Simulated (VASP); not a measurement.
Method: PBEsol GGA, VASP's PBE PAW potentials (set 64) (plane waves; VASP).

A VASP calculation is set up with these files.

### INCAR
```
ISMEAR = 1   ! Methfessel-Paxton
GGA = PS   ! PBEsol
SIGMA = 0.5   ! width (eV)
NELM = 100
ENCUT = 240
LWAVE = F
LCHARG = F
ISIF = 2   ! forces and stress, cell fixed
LMAXMIX = 4
LASPH = T
SYSTEM = Mn3Sn
EDIFF = 1E-04
LREAL = F
ALGO = Normal   ! blocked Davidson
PREC = Accurate
```

POSCAR:
```
Mn3Sn
1
    5.5754150000     0.0000000000     0.0000000000
   -2.7877080000     4.8284510000     0.0000000000
    0.0000000000     0.0000000000     4.4900130000
Mn Sn
6 2
Direct
  0.8380700000   0.6761400000   0.7500000000
  0.1619300000   0.3238600000   0.2500000000
  0.1619300000   0.8380700000   0.2500000000
  0.8380700000   0.1619300000   0.7500000000
  0.3238600000   0.1619300000   0.7500000000
  0.6761400000   0.8380700000   0.2500000000
  0.6666670000   0.3333330000   0.2500000000
  0.3333330000   0.6666670000   0.7500000000
```

### KPOINTS
```
Regular mesh
0
Gamma
 2 2 2
```

POTCAR, in this order: Mn_pv Sn_d (PBE.64 set). Program: vasp_std.

At this cut-off the stress carries a Pulay error, which pulls relaxed volumes low. Gaps are read on the run's mesh, which can miss a band edge. Unless said otherwise, spin-orbit coupling is left out, though it shifts the bands of the heavy elements here.

Task: What does the run give for the energy per atom (σ→0), pressure, largest force, band gap (on the k-mesh)?

Result: 
```
Item                                                        Result
------------------------  ----------------------------------------
energy per atom (σ→0)                               -7.661 eV/atom
band gap (on the k-mesh)  none (metal, semimetal or under 0.01 eV)
pressure                                                -53.56 GPa
largest force                                      0.01177 Ha/bohr
```

OSZICAR:
```
...
DAV:   5    -0.729844919970E+02   -0.24616E+00   -0.23481E+00   642   0.673E+00    0.293E+01
DAV:   6    -0.660985654536E+02    0.68859E+01   -0.19005E+02   589   0.637E+01    0.168E+01
DAV:   7    -0.615208387028E+02    0.45777E+01   -0.36288E+01   572   0.292E+01    0.420E+00
DAV:   8    -0.614808557935E+02    0.39983E-01   -0.11595E+00   608   0.427E+00    0.139E+00
DAV:   9    -0.614629640352E+02    0.17892E-01   -0.71662E-02   620   0.116E+00    0.638E-01
DAV:  10    -0.614584696322E+02    0.44944E-02   -0.49932E-03   634   0.381E-01    0.495E-02
DAV:  11    -0.614584608939E+02    0.87383E-05   -0.19463E-04   412   0.101E-01
   1 F= -.61458461E+02 E0= -.61290144E+02  d E =-.504950E+00
```

The structure comes from a computed database's Mn3Sn entry; how it stands against other phases isn't given here. The cell was not relaxed at this level. The k-mesh is coarse (spacing up to 0.70 per Å, 2π included), so the numbers may not be converged in it. The run is one of a series of settings (EDIFF = 1E-04, ENCUT = 240, ISPIN removed, the spin start removed, SIGMA = 0.5, KPOINTS 2×2×2 Γ-centred mesh against the base run), some of them coarse on purpose. The run is not spin-polarised, so no magnetic state was tried.
